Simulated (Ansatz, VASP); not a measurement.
**Two plane-wave programs on MgCd2Se3**

```xyz
6
Lattice="4.3422 0.0000 0.0000 -2.1711 3.7605 0.0000 0.0000 0.0000 10.5942" Properties=species:S:1:pos:R:3 pbc="T T T"
Mg    2.1711    1.2535    3.5117
Cd    0.0000    0.0000    0.0399
Cd    0.0000    2.5070    7.0333
Se    0.0000    2.5070    9.7116
Se    2.1711    1.2535    6.1110
Se    0.0000    0.0000    2.7266
```

Alike in both runs: functional PBE; k mesh 6 × 6 × 2; occupations gaussian, width 0.1 eV; no spin polarisation.

Ansatz relaxed the structure, and its values are those at the end. VASP's run is a single point on that final structure, the one shown.

|  | VASP | Ansatz |
| --- | --- | --- |
| version | VASP 6.6.1 | Ansatz 0.2.0 |
| potentials or method | VASP PAW PBE potentials, release 64 (Mg, Cd, Se) | scalar-relativistic, plane waves, PAW |
| plane-wave cutoff (eV) | 520 | 420 |
| valence electrons in the cell | 44 | 98 |

|  | VASP | Ansatz | Ansatz less VASP |
| --- | --- | --- | --- |
| gap on the k mesh at the Fermi level (eV) | 0.96 | 0.96 | +0.002 |
| least direct gap on the mesh (eV) | 0.96 | 0.96 | +0.002 |
| pressure (GPa) | 0.1 | -0.1 | -0.16 |
| rms of the force components (eV/Å) | 0.019 | 0.011 | -0.0077 |

The functional is the same, so the differences come from potentials, cutoffs and numerics. The two sets of potentials don't hold the same shells in valence.
